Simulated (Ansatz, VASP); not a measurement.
# Cross-check of Si113Ge28 (amorphous Si0.8Ge0.2) between VASP and Ansatz

One calculation is typed for both programs; each brings its own data sets. How far apart do they land? Of the first pair: The structure shown is the start of the Ansatz relaxation below; VASP solves that cell, so the two are compared at the walk's first step.

Program: Ansatz 0.2.0. Level of theory: plane waves, with VASP 6.6.1 beside it; single point at LDA. Results are calculated unless marked as measured.

## 1. The structure

The cell holds 141 atoms: 113 Si and 28 Ge. Its edges and angles: a = 14.115 Å, b = 13.897 Å, c = 14.394 Å, α = 90.1°, β = 89.8°, γ = 89.7°. As first built, before any earlier steps moved the atoms (in the runner's words): 141 atoms (113 Si, 28 Ge) placed at random at 2.91 g/cm^3, melted at 3500 K for 10 ps at fixed volume with the Tersoff potential (Tersoff, Phys. Rev. B 39, 5566 (1989)). Quenched from 3500 K to 300 K at 10 K/ps and fixed volume, held 5 ps, then minimised at fixed cell.

## 2. Ansatz: relaxation, LDA

Ansatz runs on its default PAW (the set named soft_2) files.

The two programs are compared at the cell with which this relaxation starts, whose forces are those of its first step.

Contents of input.yaml:

```yaml
crystal:
  lattice:
    - [14.11518, 0.03244, 0.02878]
    - [0.03026, 13.89699, -0.0163]
    - [0.02862, -0.01601, 14.39381]
  atoms:
    - { symbol: Si, position: [0.07684, 0.12939, 0.39625] }
    - { symbol: Si, position: [0.1104, 0.64914, 0.41799] }
    - { symbol: Si, position: [0.57225, 0.59474, 0.59647] }
    - { symbol: Si, position: [0.05423, 0.28333, 0.33204] }
    - { symbol: Si, position: [0.7543, 0.93128, 0.21093] }
    - { symbol: Si, position: [0.44151, 0.84378, 0.987] }
    - { symbol: Si, position: [0.90272, 0.33261, 0.28806] }
    - { symbol: Si, position: [0.09081, 0.09523, 0.70262] }
    - { symbol: Si, position: [0.30396, 0.08077, 0.95944] }
    - { symbol: Si, position: [0.16827, 0.32718, 0.22552] }
    - { symbol: Si, position: [0.34493, 0.09221, 0.80269] }
    - { symbol: Si, position: [0.4285, 0.62803, 0.38408] }
    - { symbol: Si, position: [0.83558, 0.35987, 0.55223] }
    - { symbol: Si, position: [0.31913, 0.37556, 0.97446] }
    - { symbol: Si, position: [0.1401, 0.05258, 0.96263] }
    - { symbol: Si, position: [0.169, 0.92479, 0.18445] }
    - { symbol: Si, position: [0.60354, 0.77862, 0.60888] }
    - { symbol: Si, position: [0.71711, 0.05688, 0.31254] }
    - { symbol: Si, position: [0.23095, 0.75613, 0.5573] }
    - { symbol: Si, position: [0.65517, 0.19767, 0.24187] }
    - { symbol: Si, position: [0.11786, 0.82317, 0.43412] }
    - { symbol: Si, position: [0.17422, 0.80855, 0.06898] }
    - { symbol: Si, position: [0.88901, 0.10458, 0.87649] }
    - { symbol: Si, position: [0.96104, 0.71708, 0.61833] }
    - { symbol: Si, position: [0.46385, 0.20801, 0.28469] }
    - { symbol: Si, position: [0.44653, 0.2842, 0.64374] }
    - { symbol: Si, position: [0.527, 0.49366, 0.34923] }
    - { symbol: Si, position: [0.96238, 0.98507, 0.6468] }
    - { symbol: Si, position: [0.2652, 0.57786, 0.21852] }
    - { symbol: Si, position: [0.61088, 0.93461, 0.54122] }
[... 105 atom lines left out ...]
    - { symbol: Ge, position: [0.26603, 0.50473, 0.72516] }
    - { symbol: Ge, position: [0.23745, 0.67821, 0.88276] }
    - { symbol: Ge, position: [0.70593, 0.99043, 0.77331] }
    - { symbol: Ge, position: [0.68624, 0.29137, 0.59623] }
    - { symbol: Ge, position: [0.07698, 0.6667, 0.06322] }
    - { symbol: Ge, position: [0.68575, 0.34857, 0.00377] }
kpoints:
  mp_grid: { grid: [1, 1, 1] }
hamiltonian:
  xc: lda
scf:
  occupations: { method: fermi_dirac, width: 0.025 }
output:
  forces: true
  eigenvalues: true
  stress: true
relax:
  f_tol: 0.05
  max_steps: 70
```

The run is started by

```
> ansatz run input.yaml --threads 8 --pin off --max-ram 15872MiB --backend cpu --events-out ev --progress --plain --runs-dir out
```

Numbers of over 12 decimals in the logs are rounded to 6 here.

Log:

```text
Warning: output.stress: scf.convergence.dr2_threshold = 1e-7 eV (the SCF's general default) is looser than the 1.08e-8 eV advised for a printed stress (1e-10 eV for each atom of the cell: 141, of which 108 are counted). What an SCF threshold leaves in a stress goes as its square root, and in the free energy as the threshold itself, and one threshold admits the most on a small cell: [figures from the program's tests c [...]
Engine: ansatz 0.2.0, aarch64-unknown-linux-gnu
Pseudopotentials: kind: paw
Pseudopotential: Si, paw, valence charge 4, recommended cutoff 420 eV (normal), Si.paw.azcp
Pseudopotential: Ge, paw, valence charge 14, recommended cutoff 420 eV (normal), Ge.paw.azcp
Functional definition: SPW92
  exchange = slater_x
  correlation = pw_c
Crystal: 141 atoms, lattice volume = 2823.439 Å³
Basis set: ecut = 420 eV, 55167 PW (Γ)
Bands: 563, of which v1, the nominal top of the filled ones, is band 422 counted from 1 (421 counted from 0)
Symmetry: 1 space group operations
Space group: P1 (ITA 1), of the structure as read, at distance tolerance 1.4e-4 Å
k-points: 1
Non-local potential: Si, projectors of the file, l = 0: 2, l = 1: 2, l = 2: 2
Non-local potential: Ge, projectors of the file, l = 0: 2, l = 1: 2, l = 2: 3, l = 3: 1
PAW form: soft (Blöchl's): semilocal exchange-correlation on the pseudo side does not see the compensation charge
PAW frozen core: Si, regenerated for the run's functional, and the local potential with it (the file was generated under x = pbe(κ = 0.804, μ = 0.219515), c = pbe(β = 0.066725))
PAW frozen core: Ge, regenerated for the run's functional, and the local potential with it (the file was generated under x = pbe(κ = 0.804, μ = 0.219515), c = pbe(β = 0.066725))
PAW one-centre angular grid: Si, 110 points (default); XC on 64 Gauss nodes
PAW one-centre angular grid: Ge, 590 points (default); XC on 64 Gauss nodes
Initial density: superposition of atomic densities (neutral atoms: chi_scale 0, normalization atom), corrected by the library's trained network
Initial wavefunctions: pseudopotential atomic-orbital guess
Functional: x = slater, c = lda
SCF iter   1: F=—  HF=-186786.741364 eV  |F-HF|=—  |Δ(HF+E_count)|=         —  Δρ=4.95e-3  dr2=1.17e0  ethr=1.77e-3  ⟨swp⟩=6.0  Hψ=2352  notcnv=0  defer=49
preconditioner: auto → Resta (q_TF=auto, 2.231 Å⁻¹)  ε∞=5.6  [insulator: Δε(μ)=0.258 eV  Ē_g=7.731 eV  σ=0.025 eV  W_gap=0.99  n_scr=510 (ndim 8)  ℏωp=16.6 eV  f_vac=0.004  D(μ)=0.94/eV (n_scr^D=0)  ε∞_Penn≈5.6]
SCF iter   2: F=—  HF=-186786.514899 eV  |F-HF|=—  |Δ(HF+E_count)|=   2.26e-1  Δρ=2.67e-3  dr2=2.69e-1  ethr=1.38e-4  ⟨swp⟩=2.0  Hψ=658  notcnv=0  defer=109
SCF iter   3: F=—  HF=-186786.444598 eV  |F-HF|=—  |Δ(HF+E_count)|=   7.03e-2  Δρ=3.85e-4  dr2=6.25e-3  ethr=3.19e-5  ⟨swp⟩=2.0  Hψ=638  notcnv=0  defer=125
SCF iter   4: F=—  HF=-186786.443989 eV  |F-HF|=—  |Δ(HF+E_count)|=   6.09e-4  Δρ=1.21e-4  dr2=5.60e-4  ethr=7.41e-7  ⟨swp⟩=2.0  Hψ=985  notcnv=0  defer=125
SCF iter   5: F=—  HF=-186786.443804 eV  |F-HF|=—  |Δ(HF+E_count)|=   1.85e-4  Δρ=5.38e-5  dr2=9.43e-5  ethr=6.64e-8  ⟨swp⟩=2.0  Hψ=860  notcnv=0  defer=125
SCF iter   6: F=-186786.443762 eV  HF=-186786.443763 eV  |F-HF|=7.06e-7  |Δ(HF+E_count)|=   4.11e-5  Δρ=1.60e-5  dr2=1.44e-5  ethr=7.41e-9  ⟨swp⟩=13.0  Hψ=2737  notcnv=0
SCF 1 converged in 6 iterations: F = -186786.443762 eV  dr2 = 1.44e-5
  greatest PAW one-centre occupation: 0.998 electrons in one spin orbital (limit 2), on the Ge atom at site 125 (counted from 0), in its partial waves of l = 2
relax step   1: F+E_penalty+E_count = -186786.44376185 eV  Δ(F+E_penalty+E_count) = +0.000e0 eV  max|allowed force component| = 2.540e-1 eV/Å  Δτ_max = 0.0000 Å  (6 SCF iters, dr2 threshold 6.25e-5 eV, accepted)
Initial density: handed on by an earlier stage of this run
Initial wavefunctions: those handed on with the density
iter 1 solved again at ethr=1.98e-6 eV; its pass at ethr=3.10e-3 eV (dr2=1.67e-2 eV) is discarded
[...]
- { symbol: Si, position: [0.163411, 0.415333, 0.973850] }
    - { symbol: Si, position: [0.852088, 0.077651, 0.563147] }
    - { symbol: Si, position: [0.483667, 0.875558, 0.833398] }
    - { symbol: Si, position: [0.576107, 0.783009, 0.058852] }
    - { symbol: Si, position: [0.801412, 0.802196, 0.304367] }
    - { symbol: Si, position: [0.517065, 0.966157, 0.411587] }
    - { symbol: Si, position: [0.861481, 0.495063, 0.839105] }
    - { symbol: Si, position: [0.522791, 0.662942, 0.161936] }
    - { symbol: Si, position: [0.275206, 0.683964, 0.347501] }
    - { symbol: Si, position: [0.421210, 0.631668, 0.542839] }
    - { symbol: Si, position: [0.743561, 0.990392, 0.462976] }
    - { symbol: Si, position: [0.057475, 0.355561, 0.716297] }
    - { symbol: Si, position: [0.674392, 0.348183, 0.317114] }
    - { symbol: Si, position: [0.823252, 0.622616, 0.596148] }
    - { symbol: Si, position: [0.787718, 0.618773, 0.078211] }
    - { symbol: Si, position: [0.279934, 0.431992, 0.296318] }
    - { symbol: Si, position: [0.375810, 0.617254, 0.103503] }
    - { symbol: Si, position: [0.00492632, 0.574780, 0.824295] }
    - { symbol: Si, position: [0.769597, 0.085389, 0.993392] }
    - { symbol: Si, position: [0.852284, 0.108680, 0.392591] }
    - { symbol: Si, position: [0.323309, 0.113628, 0.287634] }
    - { symbol: Si, position: [0.584134, 0.342472, 0.719833] }
    - { symbol: Si, position: [0.354775, 0.391753, 0.818293] }
    - { symbol: Si, position: [0.106474, 0.367990, 0.459011] }
[...]
- { symbol: Si, position: [0.498468, 0.036795, 0.797903] }
    - { symbol: Si, position: [0.086443, 0.412067, 0.114613] }
    - { symbol: Si, position: [0.134969, 0.800640, 0.819986] }
    - { symbol: Si, position: [0.116274, 0.072902, 0.120174] }
    - { symbol: Si, position: [0.657210, 0.660072, 0.980934] }
    - { symbol: Si, position: [0.623161, 0.089971, 0.901367] }
    - { symbol: Si, position: [0.604022, 0.927627, 0.144477] }
    - { symbol: Si, position: [0.886651, 0.245944, 0.147888] }
    - { symbol: Ge, position: [0.423301, 0.358976, 0.358094] }
    - { symbol: Ge, position: [0.631044, 0.827454, 0.767307] }
    - { symbol: Ge, position: [0.104239, 0.636020, 0.586191] }
    - { symbol: Ge, position: [0.572896, 0.057232, 0.647682] }
    - { symbol: Ge, position: [0.976255, 0.024686, 0.315017] }
    - { symbol: Ge, position: [0.987206, 0.735286, 0.779427] }
    - { symbol: Ge, position: [0.233002, 0.186577, 0.167356] }
    - { symbol: Ge, position: [0.541462, 0.068665, 0.057963] }
    - { symbol: Ge, position: [0.881085, 0.364307, 0.733293] }
    - { symbol: Ge, position: [0.526996, 0.738587, 0.309178] }
    - { symbol: Ge, position: [0.202863, 0.501029, 0.433620] }
    - { symbol: Ge, position: [0.474863, 0.521596, 0.850112] }
    - { symbol: Ge, position: [0.00248853, 0.161930, 0.544761] }
    - { symbol: Ge, position: [0.803667, 0.220079, 0.788859] }
    - { symbol: Ge, position: [0.379016, 0.794309, 0.733197] }
    - { symbol: Ge, position: [0.312790, 0.506646, 0.561804] }
    - { symbol: Ge, position: [0.950172, 0.354266, 0.034773] }
    - { symbol: Ge, position: [0.649264, 0.259651, 0.858607] }
    - { symbol: Ge, position: [0.820005, 0.466448, 0.998398] }
    - { symbol: Ge, position: [0.738079, 0.742068, 0.508592] }
    - { symbol: Ge, position: [0.998501, 0.603986, 0.303667] }
    - { symbol: Ge, position: [0.051471, 0.314275, 0.889417] }
    - { symbol: Ge, position: [0.266978, 0.504713, 0.724903] }
    - { symbol: Ge, position: [0.237338, 0.677835, 0.882600] }
    - { symbol: Ge, position: [0.705972, 0.990216, 0.773238] }
    - { symbol: Ge, position: [0.685327, 0.291970, 0.595452] }
    - { symbol: Ge, position: [0.077521, 0.667449, 0.063094] }
    - { symbol: Ge, position: [0.685726, 0.350118, 0.00289562] }
```

## 3. VASP: single point, LDA, start cell, pair 1

The same cell, functional (in two slightly different forms), mesh and smearing now go to VASP, with its own data sets.

Lines of VASP's logs that name or quote its potential files are left out, and so is its time.

Contents of INCAR:

```
SYSTEM = Si113Ge28
PREC = Accurate
ENCUT = 410
EDIFF = 1E-06
NELM = 120
ISMEAR = -1
SIGMA = 0.025
LREAL = Auto
ALGO = Normal
GGA = CA
NBANDS = 520
LORBIT = 11
LWAVE = .FALSE.
LCHARG = .FALSE.
ISIF = 2
LASPH = .TRUE.
GGA_COMPAT = .FALSE.
EFERMI = MIDGAP
```

Contents of POSCAR:

```
Si113Ge28
1.0
   14.1151800000      0.0324400000      0.0287800000
    0.0302600000     13.8969900000     -0.0163000000
    0.0286200000     -0.0160100000     14.3938100000
Si Ge
113 28
Direct
    0.0768423810      0.1293914107      0.3962465502
    0.1103984533      0.6491413416      0.4179924382
    0.5722514428      0.5947392711      0.5964734044
    0.0542269618      0.2833316336      0.3320425692
    0.7543001676      0.9312813404      0.2109289429
    0.4415118627      0.8437783417      0.9869969713
    0.9027225239      0.3326135716      0.2880572445
    0.0908107053      0.0952294707      0.7026172159
    0.3039633002      0.0807728892      0.9594380178
    0.1682688480      0.3271825001      0.2255198795
    0.3449291243      0.0922114484      0.8026906001
    0.4285034506      0.6280315739      0.3840820870
    0.8355830679      0.3598718078      0.5522316767
    0.3191278064      0.3755596463      0.9744631285
    0.1401015443      0.0525773441      0.9626308037
    0.1689979872      0.9247880814      0.1844480567
    0.6035426249      0.7786196339      0.6088812860
    0.7171097971      0.0568785598      0.3125432877
    0.2309477857      0.7561299559      0.5573005508
    0.6551667151      0.1976700544      0.2418724663
    0.1178565417      0.8231730021      0.4341189587
    0.1742208756      0.8085529761      0.0689786329
    0.8890109930      0.1045833001      0.8764891972
    0.9610366010      0.7170778306      0.6183303611
    0.4638522399      0.2080098269      0.2846877159
    0.4465317663      0.2841997294      0.6437406963
    0.5269976586      0.4936605266      0.3492320431
    0.9623809416      0.9850719960      0.6468029903
    0.2652010143      0.5778586104      0.2185166131
    0.6108833861      0.9346087112      0.5412224351
[... 105 atom lines left out ...]
    0.2660308253      0.5047265431      0.7251569026
    0.2374474003      0.6782065929      0.8827628704
    0.7059277734      0.9904288872      0.7733065387
    0.6862412697      0.2913712934      0.5962284710
    0.0769821121      0.6666993950      0.0632182622
    0.6857471405      0.3485729427      0.0037686989
```

Contents of KPOINTS:

```
Automatic mesh
0
Gamma
1 1 1
0 0 0
```

Potentials, in the order of the species: Si and Ge_d (LDA family, release 64).

The run is started by

```
> export OMP_NUM_THREADS=4
> mpirun -np 1 vasp_gam
```

Log:

```text
[banner, memory and clock lines left out]
running    1 mpi-ranks, on    1 nodes
[...]
Offloading initialized ...    1 GPUs detected
[...]
LDA part: xc-table for (Slater(with rela. corr.)+CA(PZ))
 , standard interpolation
 POSCAR, INCAR and KPOINTS ok, starting setup
[...]
entering main loop
       N       E                     dE             d eps       ncg     rms          rms(c)
DAV:   1     0.143634061348E+05    0.14363E+05   -0.25774E+05  1120   0.250E+03
DAV:   2     0.236759367708E+04   -0.11996E+05   -0.11625E+05  1040   0.676E+02
DAV:   3    -0.389378120289E+03   -0.27570E+04   -0.25728E+04  1208   0.223E+02
DAV:   4    -0.785334770908E+03   -0.39596E+03   -0.37764E+03  1328   0.860E+01
[...]
DAV:  15    -0.788002963785E+03   -0.51735E-05   -0.25952E-04  1416   0.307E-02    0.262E-02
DAV:  16    -0.788002963785E+03    0.27649E-09   -0.30091E-05  1200   0.164E-02    0.114E-02
DAV:  17    -0.788002963558E+03    0.22713E-06   -0.39144E-06   864   0.115E-02
   1 F= -.78800296E+03 E0= -.78800000E+03  d E =-.591935E-02
```

From OUTCAR (step 3):

```text
  FREE ENERGIE OF THE ION-ELECTRON SYSTEM (eV)
  ---------------------------------------------------
  free  energy   TOTEN  =      -788.0029635579 eV

  energy  without entropy=     -787.9970442123  energy(sigma->0) =     -788.00000389
```

The run ends at a pressure of -0.02 GPa, with forces up to 0.26 eV/Å.

## 4. Differences

Known differences besides the potentials themselves: the two LDA forms differ slightly; the cutoff is 420 eV in Ansatz and 410 eV in VASP (PREC = Accurate, projectors in real space); VASP's log shows a relativistic correction to its local exchange, Ansatz's none. Total energies have different zeros and are not compared.

Forces on 10 of the 141 atoms, those with the largest forces and the largest differences (eV/Å; atoms numbered as in POSCAR):

| atom | Ansatz x, y, z | VASP x, y, z |
| --- | --- | --- |
| Si10 | 0.009, 0.112, 0.205 | 0.007, 0.114, 0.207 |
| Si14 | 0.204, 0.114, 0.027 | 0.205, 0.110, 0.030 |
| Si46 | -0.132, 0.207, 0.055 | -0.131, 0.216, 0.052 |
| Si83 | 0.019, -0.254, 0.004 | 0.024, -0.255, 0.006 |
| Ge120 | -0.041, -0.154, -0.160 | -0.042, -0.156, -0.163 |
| Ge124 | -0.104, -0.130, 0.046 | -0.111, -0.127, 0.039 |
| Ge125 | -0.002, -0.137, 0.045 | 0.007, -0.133, 0.049 |
| Ge129 | 0.070, 0.227, 0.005 | 0.075, 0.231, 0.006 |
| Ge131 | -0.056, 0.026, 0.042 | -0.067, 0.027, 0.041 |
| Ge133 | 0.018, 0.154, -0.174 | 0.017, 0.156, -0.174 |

The forces differ by 3.0 meV/Å r.m.s., which is 3.5 % of the r.m.s. force of 0.086 eV/Å (both taken over all components).

(Part 1 of 2 ends here.)

[Lines on the potential files, build, host, timing and source positions are cut from VASP's logs without a mark.]

[Logs are printed without paths, hosts, clocks, repeated set-up lines and the standing remarks that a program may print on its own settings, such as how far it seeks lower states.]

[Hosts, paths, dates, database ids (printed as entryN), source tags and the programs' standing remarks are cut or masked in the printed files.]
